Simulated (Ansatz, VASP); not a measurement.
# RbCaH3 in VASP and in Ansatz

INCAR

```
  PREC = Accurate
  ENCUT = 520
  EDIFF = 1E-7
  ISMEAR = 0
  SIGMA = 0.05
  LREAL = False
  LASPH = True
  NELM = 60
  ALGO = Normal
  ISIF = 2
  LWAVE = False
  LCHARG = True
  GGA = CA
  LELF = True
  LVHAR = True
  NBANDS = 19
```

File KPOINTS:

```
Automatic mesh
0
Gamma
  6 6 6
```

The input POSCAR:

```
RbCaH3
1.0
    4.5470000000      0.0000000000      0.0000000000
    0.0000000000      4.5470000000      0.0000000000
    0.0000000000      0.0000000000      4.5470000000
Rb Ca H
1 1 3
Direct
    0.0000000000      0.0000000000      0.0412359798
    0.5000000000      0.5000000000      0.5000000000
    0.0000000000      0.5000000000      0.5000000000
    0.5000000000      0.0000000000      0.5000000000
    0.5000000000      0.5000000000      0.0000000000
```

Input for Ansatz:

```yaml
crystal:
  lattice:
    - [4.547, 0.0, 0.0]
    - [0.0, 4.547, 0.0]
    - [0.0, 0.0, 4.547]
  atoms:
    - { symbol: Rb, position: [0.0, 0.0, 0.0412359798] }
    - { symbol: Ca, position: [0.5, 0.5, 0.5] }
    - { symbol: H, position: [0.0, 0.5, 0.5] }
    - { symbol: H, position: [0.5, 0.0, 0.5] }
    - { symbol: H, position: [0.5, 0.5, 0.0] }
basis:
  ecutwfc: 420
kpoints:
  mp_grid: { grid: [6, 6, 6] }
hamiltonian:
  xc: lda
scf:
  occupations: { method: gaussian, width: 0.05 }
output:
  forces: true
  stress: true
  eigenvalues: true
```

Change from the starting cell: all Rb atoms moved +0.188 Å, as atom 1 along Cartesian [0 0 1].

Alike in both runs: task single point; functional LDA; k mesh 6 × 6 × 6; occupations gaussian, width 0.05 eV; no spin polarisation.

|  | VASP | Ansatz |
| --- | --- | --- |
| version | VASP 6.6.1 | Ansatz 0.2.0 |
| potentials or method | VASP PAW LDA potentials, release 64 (Rb_sv, Ca_sv, H) | scalar-relativistic, plane waves, PAW |
| plane-wave cutoff (eV) | 520 | 420 |
| valence electrons in the cell | 22 | 22 |

VASP gave:

- gap on the k mesh at the Fermi level (eV): 2.92
- least direct gap on the mesh (eV): 2.92
- pressure (GPa): -2.3
- rms of the force components (eV/Å): 0.059

Q: Estimate Ansatz's values.

A: gap on the k mesh at the Fermi level (eV): 2.93; least direct gap on the mesh (eV): 2.93; pressure (GPa): -2.3; rms of the force components (eV/Å): 0.059.

Atom by atom the forces differ by 0.001 eV/Å (rms over components).

A k mesh can miss the band edges.
